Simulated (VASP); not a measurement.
Set up this calculation in VASP 6.6.1, as the native input.

| Property | Result |
| --- | --- |
| Task | relaxation of cell and atoms |
| Functional | PBE |
| Potentials or basis | VASP PAW PBE potentials, release 64 (Cd, Te, O) |
| Cutoff | 520 eV |
| k mesh | 4 × 4 × 4 |
| Occupations | gaussian, width 0.15 eV |
| Spin | no spin polarisation |
| Further INCAR settings | PREC = Normal; ALGO = Fast; EDIFF = 0.0001; IBRION = 2; EDIFFG = -0.08; NSW = 24; ISIF = 3 |

The structure of Cd4TeO3 lies in POSCAR:

```
Cd4TeO3
1.0
   -2.6600000000      2.6600000000      5.3200000000
    2.6600000000     -2.6600000000      5.3200000000
    2.6600000000      2.6600000000     -5.3200000000
Cd Te O
4 1 3
Direct
    0.1300000000      0.1300000000      0.5100000000
    0.6200000000      0.6200000000      0.4900000000
    0.3800000000      0.8700000000      0.0000000000
    0.8700000000      0.3800000000      0.0000000000
    0.0000000000      0.0000000000      0.0000000000
    0.5000000000      0.5000000000      0.0000000000
    0.7500000000      0.2500000000      0.5000000000
    0.2500000000      0.7500000000      0.5000000000
```

The cell was built by a generator and needn't be a form met in nature.

The input as run:

INCAR

```
SYSTEM = Cd4TeO3
PREC = Normal
ENCUT = 520
EDIFF = 1E-4
ISMEAR = 0
SIGMA = 0.15
LREAL = .False.
LASPH = .True.
NELM = 60
ALGO = Fast
ISIF = 3
LWAVE = .False.
LCHARG = .False.
GGA = PE
IBRION = 2
NSW = 24
EDIFFG = -0.08
```

KPOINTS

```
Automatic mesh
0
Gamma
  4 4 4
  0 0 0
```

Potentials or basis: VASP PAW PBE potentials, release 64 (Cd, Te, O).

Run with:

```sh
$ cat potpaw_PBE.64/Cd/POTCAR potpaw_PBE.64/Te/POTCAR potpaw_PBE.64/O/POTCAR > POTCAR
$ mpirun -np 1 vasp_std > vasp.out
```

It gave:

The relaxed volume is 20.52 Å³/atom, the relaxed cell is a = 6.675 Å, b = 6.675 Å, c = 6.675 Å, α = 131.34°, β = 131.34°, γ = 71.28° and the space group after relaxing (to 0.05 Å) is I-42m (No. 121). The energy gained by relaxing is 464.2 meV/atom, the ionic steps are 8 and the pressure after relaxing is 0.1 GPa. The largest force after relaxing is 0.040 eV/Å and the band gap on the k mesh is none (metal or under the smearing width).

Caveat: the k mesh is coarse (spacing up to 0.42 Å⁻¹), so the values aren't converged; the relaxation stopped at a loose force limit of 0.08 eV/Å, so its end isn't a converged minimum.

It took 4.3 min on 1 thread of AMD EPYC 7R13 Processor (Zen 3), with other jobs on the host, peak memory 0.23 GiB.
